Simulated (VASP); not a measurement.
Write the native input for VASP 6.6.1 that does the following.

- Task: single point
- Functional: PBE
- Potentials or basis: VASP PAW PBE potentials, release 64 (H, Pb_d, N, O)
- Cutoff: 520 eV
- k mesh: 8 × 6 × 6
- Occupations: fermi-dirac, width 0.05 eV
- Spin: no spin polarisation
- Further INCAR settings: ALGO = Normal; EDIFF = 1e-07; NBANDS = 31

The structure of HPbNO4 lies in POSCAR:

```
HPbNO4
1.0
    4.2753100000     -0.0004000000      0.0063600000
   -2.0839900000      5.2077500000     -0.0490700000
   -2.1237700000     -1.8657400000      4.9149100000
H Pb N O
1 1 1 4
Direct
    0.9907300000      0.0333000000      0.9099400000
    0.5027400000      0.8198900000      0.1428700000
    0.0083800000      0.4740800000      0.5026500000
    0.9981600000      0.9274100000      0.0287700000
    0.1946700000      0.7343500000      0.6085200000
    0.8167300000      0.3588200000      0.2455600000
    0.0138100000      0.3312100000      0.6521700000
```

The cell was built by a generator and needn't be a form met in nature.

These files were run (other wordings do the same):

INCAR

```
ALGO = Normal
EDIFF = 1E-7
ENCUT = 520
GGA = PE
ISIF = 2
ISMEAR = -1
KPAR = 4
LASPH = True
LCHARG = False
LREAL = False
LWAVE = False
NBANDS = 31
NELM = 80
PREC = Accurate
SIGMA = 0.05
```

KPOINTS

```
k-points
0
Gamma
  8 6 6
```

Potentials or basis: VASP PAW PBE potentials, release 64 (H, Pb_d, N, O).

Run with:

```bash
$ cat potpaw_PBE.64/H/POTCAR potpaw_PBE.64/Pb_d/POTCAR potpaw_PBE.64/N/POTCAR potpaw_PBE.64/O/POTCAR > POTCAR
$ mpirun -np 4 vasp_std > vasp.out
```

It gave:

The pressure is 0.6 GPa and the largest force is 0.387 eV/Å. The band gap on the k mesh is 2.79 eV, indirect (least direct gap 3.13 eV).

Caveat: spin-orbit coupling is left out, which as a rule narrows the gap of such compounds by several tenths of an eV.

It took 3 min on 4 MPI ranks on AMD EPYC 7R13 Processor (Zen 3) (shared host), peak memory 0.54 GiB a rank.
